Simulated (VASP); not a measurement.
Calculation: PBEsol GGA, VASP's PBE PAW potentials (set 64) (plane waves; VASP 6.6.1).

Input for VASP

**POSCAR**
```
Be4STe3
1
    0.0061029921     5.4409763901     5.4160501709
    5.4409763901     0.0061029921     5.4160501709
    2.7235396911     2.7235396911    -0.0000000000
Be Te S
4 3 1
Direct
  0.9996551314   0.9996551314   0.0006897372
  0.9702932767   0.5114026015   0.0183041217
  0.5114026015   0.9702932767   0.0183041217
  0.5181083222   0.5181083222   0.9637833556
  0.1256328741   0.1256328741   0.2487342517
  0.1252029302   0.6237592633   0.2510378065
  0.6237592633   0.1252029302   0.2510378065
  0.6259456005   0.6259456005   0.2481087990
```

**KPOINTS**
```
Automatic mesh
0
Gamma
3 3 6
0 0 0
```

**INCAR**
```
SYSTEM = Be4STe3
PREC = Accurate
ENCUT = 400
EDIFF = 1E-6
NELM = 100
ALGO = Normal
LREAL = .FALSE.
LASPH = .TRUE.
ISMEAR = 0
SIGMA = 0.05
GGA = PS
LMAXMIX = 4
LWAVE = .FALSE.
LCHARG = .FALSE.
IBRION = 2
ISIF = 3
NSW = 60
EDIFFG = -0.02
```

POTCAR, in this order: Be Te S (PBE.64 set). Program: vasp_std.

The run wrote:

### OUTCAR
```
 ion  position               nearest neighbor table
   1  1.000  1.000  0.001-   6 2.36   7 2.36   5 2.36   5 2.36
   2  0.970  0.511  0.018-   8 2.16   6 2.41   6 2.41   5 2.43
   3  0.511  0.970  0.018-   8 2.16   7 2.41   7 2.41   5 2.43
   4  0.518  0.518  0.964-   8 2.25   8 2.25   6 2.47   7 2.47
   5  0.126  0.126  0.249-   1 2.36   1 2.36   2 2.43   3 2.43
   6  0.125  0.624  0.251-   1 2.36   2 2.41   2 2.41   4 2.47
   7  0.624  0.125  0.251-   1 2.36   3 2.41   3 2.41   4 2.47
   8  0.626  0.626  0.248-   2 2.16   3 2.16   4 2.25   4 2.25
  LATTYP: Found a base centered orthorhombic cell.
 ALAT       =     7.6860716692
 B/A-ratio  =     1.4093155526
 C/A-ratio  =     0.5011229318
 Subroutine PRICEL returns:
 Original cell was already a primitive cell.
 Subroutine GETGRP returns: Found  4 space group operations
The static configuration has the point symmetry C_2v.
The dynamic configuration has the point symmetry C_2v.
 Subroutine INISYM returns: Found  4 space group operations
 Subroutine IBZKPT returns following result:
 Found     16 irreducible k-points:

 Following reciprocal coordinates:
            Coordinates               Weight
  0.000000  0.000000  0.000000      1.000000
  0.333333  0.000000  0.000000      4.000000
  0.333333  0.333333  0.000000      2.000000
 -0.333333  0.333333  0.000000      2.000000
  0.000000  0.000000  0.166667      4.000000
  0.333333  0.000000  0.166667      4.000000
 -0.333333  0.000000  0.166667      8.000000
 -0.333333 -0.333333  0.166667      2.000000
  0.000000  0.000000  0.333333      4.000000
  0.333333  0.000000  0.333333      8.000000
 -0.333333  0.000000  0.333333      4.000000
  0.333333  0.333333  0.333333      2.000000
  0.000000  0.000000  0.500000      1.000000
  0.333333  0.000000  0.500000      4.000000
  0.333333  0.333333  0.500000      2.000000
 -0.333333  0.333333  0.500000      2.000000
   k-points           NKPTS =     16   k-points in BZ     NKDIM =     16   number of bands    NBANDS=     21
   number of dos      NEDOS =    301   number of ions     NIONS =      8
   total plane-waves  NPLWV =  70000
   dimension x,y,z NGX =    50 NGY =   50 NGZ =   28
   dimension x,y,z NGXF=   100 NGYF=  100 NGZF=   56
   ions per type =               4   3   1
   PREC   = accura    normal or accurate (medium, high low for compatibility)
   ISTART =      0    job   : 0-new  1-cont  2-samecut
   ICHARG =      2    charge: 1-file 2-atom 10-const
   ISPIN  =      1    spin polarized calculation?
   LNONCOLLINEAR =      F non collinear calculations
   LSORBIT =      F    spin-orbit coupling
   INIWAV =      1    electr: 0-lowe 1-rand  2-diag
   ENCUT  =  400.0 eV  29.40 Ry    5.42 a.u.  12.52 12.52  6.28*2*pi/ulx,y,z
   NELM   =    100;   NELMIN=  2; NELMDL= -5     # of ELM steps
   EDIFF  = 0.1E-05   stopping-criterion for ELM
   LREAL  =      F    real-space projection
   NLSPLINE    = F    spline interpolate recip. space projectors
   LMAXMIX     =    4 max onsite mixed and CHGCAR
   VOSKOWN=      0    Vosko Wilk Nusair interpolation
   EDIFFG = -.2E-01   stopping-criterion for IOM
   NSW    =     60    number of steps for IOM
   NBLOCK =      1;   KBLOCK =     60    inner block; outer block
   IBRION =      2    ionic relax: 0-MD 1-quasi-New 2-CG
   NFREE  =      1    steps in history (QN), initial steepest desc. (CG)
   ISIF   =      3    stress and relaxation
   ISYM   =      2    0-nonsym 1-usesym 2-fastsym
   TEIN   =    0.0    initial temperature
   TEBEG  =    0.0;   TEEND  =   0.0 temperature during run
   SMASS  =  -3.00    Nose mass-parameter (am)
   PSTRESS=    0.0 pullay stress
   NELECT =      32.0000    total number of electrons
   EFERMI =   0.00;   METHOD = LEGACY
   ISMEAR =     0;   SIGMA  =   0.05  broadening in eV -4-tet -1-fermi 0-gaus
   IALGO  =     38    algorithm
...
```

File OSZICAR:
```
       N       E                     dE             d eps       ncg     rms          rms(c)
DAV:   1     0.114349306458E+03    0.11435E+03   -0.10717E+04   672   0.102E+03
DAV:   2    -0.254877914626E+02   -0.13984E+03   -0.13343E+03   922   0.176E+02
DAV:   3    -0.350103960537E+02   -0.95226E+01   -0.94548E+01   848   0.539E+01
DAV:   4    -0.352493752917E+02   -0.23898E+00   -0.23840E+00   902   0.101E+01
DAV:   5    -0.352552414600E+02   -0.58662E-02   -0.58635E-02   813   0.147E+00    0.882E+00
DAV:   6    -0.347307977895E+02    0.52444E+00   -0.62233E-01   807   0.362E+00    0.538E+00
DAV:   7    -0.345717671610E+02    0.15903E+00   -0.52283E-01   856   0.334E+00    0.123E+00
DAV:   8    -0.345694101067E+02    0.23571E-02   -0.31618E-02   817   0.106E+00    0.532E-01
DAV:   9    -0.345701037892E+02   -0.69368E-03   -0.90961E-03   848   0.494E-01    0.138E-01
DAV:  10    -0.345701545928E+02   -0.50804E-04   -0.41834E-04   812   0.130E-01    0.997E-02
DAV:  11    -0.345702342190E+02   -0.79626E-04   -0.25580E-04   822   0.816E-02    0.242E-02
DAV:  12    -0.345702273661E+02    0.68529E-05   -0.46036E-05   862   0.377E-02    0.118E-02
DAV:  13    -0.345702306905E+02   -0.33244E-05   -0.15569E-05   827   0.204E-02    0.813E-03
DAV:  14    -0.345702310260E+02   -0.33554E-06   -0.94411E-07   561   0.608E-03
   1 F= -.34570231E+02 E0= -.34570231E+02  d E =-.345702E+02
       N       E                     dE             d eps       ncg     rms          rms(c)
DAV:   1    -0.345707463397E+02   -0.51565E-03   -0.93318E-03   777   0.499E-01    0.591E-02
DAV:   2    -0.345707252386E+02    0.21101E-04   -0.34441E-04   830   0.102E-01    0.253E-02
DAV:   3    -0.345707067481E+02    0.18491E-04   -0.24973E-05   847   0.283E-02    0.140E-02
DAV:   4    -0.345707023617E+02    0.43864E-05   -0.11473E-05   864   0.170E-02    0.465E-03
DAV:   5    -0.345707025402E+02   -0.17849E-06   -0.10445E-06   531   0.597E-03
   2 F= -.34570703E+02 E0= -.34570703E+02  d E =-.471514E-03
       N       E                     dE             d eps       ncg     rms          rms(c)
DAV:   1    -0.345709600359E+02   -0.25767E-03   -0.13164E-02   757   0.593E-01    0.711E-02
DAV:   2    -0.345709303401E+02    0.29696E-04   -0.48615E-04   825   0.122E-01    0.296E-02
DAV:   3    -0.345709041866E+02    0.26153E-04   -0.34895E-05   844   0.335E-02    0.164E-02
DAV:   4    -0.345708979452E+02    0.62415E-05   -0.16276E-05   849   0.203E-02    0.555E-03
DAV:   5    -0.345708981761E+02   -0.23093E-06   -0.15472E-06   605   0.714E-03
   3 F= -.34570898E+02 E0= -.34570898E+02  d E =-.667150E-03
       N       E                     dE             d eps       ncg     rms          rms(c)
DAV:   1    -0.345710250872E+02   -0.12714E-03   -0.29578E-03   712   0.277E-01    0.488E-02
DAV:   2    -0.345709857576E+02    0.39330E-04   -0.13461E-04   822   0.698E-02    0.211E-02
DAV:   3    -0.345709715458E+02    0.14212E-04   -0.38919E-05   807   0.286E-02    0.849E-03
DAV:   4    -0.345709695942E+02    0.19516E-05   -0.16952E-06   582   0.857E-03    0.489E-03
DAV:   5    -0.345709684819E+02    0.11123E-05   -0.18267E-06   515   0.749E-03    0.196E-03
DAV:   6    -0.345709685417E+02   -0.59828E-07   -0.37829E-07   426   0.459E-03
   4 F= -.34570969E+02 E0= -.34570969E+02  d E =-.703656E-04
```

File OUTCAR:
```
------------------------ aborting loop because EDIFF is reached ----------------------------------------
  FORCE on cell =-STRESS in cart. coord.  units (eV):
  Direction    XX          YY          ZZ          XY          YZ          ZX
  --------------------------------------------------------------------------------------
  Total       -0.0142583     -0.0142583     -0.0127266      0.0148517      0.0000000     -0.0000000
  in kB       -0.1424737     -0.1424737     -0.1271684      0.1484036      0.0000000     -0.0000000
  external PRESSURE =      -0.1373720 kB  Pullay stress =       0.0000000 kB
  volume of cell :      160.34
      direct lattice vectors                 reciprocal lattice vectors
     0.000845416  5.434630332  5.428781799    -0.092016892  0.092016892  0.092101694
     5.434630332  0.000845416  5.428781799     0.092016892 -0.092016892  0.092101694
     2.717737874  2.717737874  0.000000000     0.183976536  0.183976536 -0.184203388
 POSITION                                       TOTAL-FORCE (eV/Angst)
 -----------------------------------------------------------------------------------
      5.43548      5.43548     10.85053         0.000000     -0.000000      0.014009
      2.83136      5.32185      8.04562         0.003479     -0.003479     -0.004059
      5.32185      2.83136      8.04562        -0.003479      0.003479     -0.004059
      5.43548      5.43548      5.61917         0.000000     -0.000000     -0.008921
      1.35887      1.35887      1.36592         0.000000     -0.000000      0.011841
      4.07379      1.36169      4.06854         0.002467     -0.002467     -0.001973
      1.36169      4.07379      4.06854        -0.002467      0.002467     -0.001973
      4.07661      4.07661      6.79509         0.000000     -0.000000     -0.004865
 -----------------------------------------------------------------------------------
    total drift:                                0.000002      0.000002      0.000017
  FREE ENERGIE OF THE ION-ELECTRON SYSTEM (eV)
  ---------------------------------------------------
  free  energy   TOTEN  =       -34.5709685417 eV

  energy  without entropy=      -34.5709685417  energy(sigma->0) =      -34.57096854

 reached required accuracy - stopping structural energy minimisation
```
(Selected blocks of OUTCAR.)

CONTCAR:
```
Be4STe3
   1.00000000000000
     0.0008454164225878    5.4346303324250655    5.4287817990107143
     5.4346303324250655    0.0008454164225878    5.4287817990107143
     2.7177378744238267    2.7177378744238267    0.0000000000000000
  Be              Te              S
     4     3     1
Direct
     0.9993525914872028    0.9993525914872028    0.0012948170255875
     0.9701829855462255    0.5118479158879881    0.0179690984657844
     0.5118479158879881    0.9701829855462255    0.0179690984657844
     0.5175346705222917    0.5175346705222917    0.9649306589554166
     0.1258039901748363    0.1258039901748363    0.2483920195503256
     0.1251609130029761    0.6242780355285679    0.2505610514684561
     0.6242780355285679    0.1251609130029761    0.2505610514684561
     0.6258388977499098    0.6258388977499098    0.2483222045001875
```

File OUTCAR:
```
 val. band max:        5.3999195252   @ k =   0.0000   0.0000   0.0000

 cond. band min:       6.7609071969   @ k =   0.0000   0.0000   0.0000


 Fermi energy:         5.6392674640

 k-point     1 :       0.0000    0.0000    0.0000
  band No.  band energies     occupation
      1      -8.3263      2.00000
      2      -6.7946      2.00000
      3      -5.7989      2.00000
      4      -5.3426      2.00000
      5      -0.8639      2.00000
      6      -0.6786      2.00000
      7      -0.1627      2.00000
      8       1.7414      2.00000
      9       2.0326      2.00000
     10       3.3644      2.00000
     11       3.4374      2.00000
     12       3.8745      2.00000
     13       4.4721      2.00000
     14       5.2135      2.00000
     15       5.3296      2.00000
     16       5.3999      2.00000
     17       6.7609      0.00000
     18       7.7668      0.00000
     19       8.0454      0.00000
     20       8.8192      0.00000
     21       8.9813      0.00000

 k-point     2 :       0.3333    0.0000    0.0000
  band No.  band energies     occupation
      1      -8.2457      2.00000
      2      -6.7743      2.00000
      3      -6.0206      2.00000
      4      -5.4858      2.00000
      5      -0.4123      2.00000
      6       0.0892      2.00000
      7       0.4229      2.00000
      8       1.5677      2.00000
      9       1.8556      2.00000
     10       2.4678      2.00000
     11       3.2833      2.00000
     12       3.4002      2.00000
     13       3.6551      2.00000
     14       4.3514      2.00000
     15       5.0273      2.00000
     16       5.0553      2.00000
     17       7.4070      0.00000
     18       8.2855      0.00000
     19       8.8629      0.00000
     20       9.1399      0.00000
     21       9.2293      0.00000

 k-point     3 :       0.3333    0.3333    0.0000
  band No.  band energies     occupation
      1      -8.2159      2.00000
      2      -6.6749      2.00000
      3      -5.9181      2.00000
...
```

Unless said otherwise, spin-orbit coupling is left out, though it shifts the bands of the heavy elements here.

The structure was generated: Be4STe3 was put into an ordered model structure (Amm2), which need not be its known phase. This run relaxes it. Symmetry was kept, so distortions that lower it aren't found. The start is the result of an earlier pass.
